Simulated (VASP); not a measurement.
Input:

```
CELL_PARAMETERS angstrom
      0.00000     2.71550     2.71550
      2.71550     0.00000     2.71550
      2.71550     2.71550     0.00000
ATOMIC_POSITIONS crystal
  Si 0.00000 0.00000 0.00000
  Si 0.25000 0.25000 0.25000
```

Method: PBE GGA, VASP's PBE PAW potentials (set 64) (plane waves; VASP). Run with 400 eV cut-off, 6×6×6 Γ-centred mesh, Gaussian smearing of 0.050 eV, potentials Si.

**Question.** Give the stress tensor in GPa (positive for a compressed cell).

**Answer.** 
```
2.00  0.00  0.00
0.00  2.00  0.00
0.00  0.00  2.00
```
The pressure is its mean diagonal, 2.00 GPa.

The compound is Si in the diamond structure. The cell was not relaxed at this level.
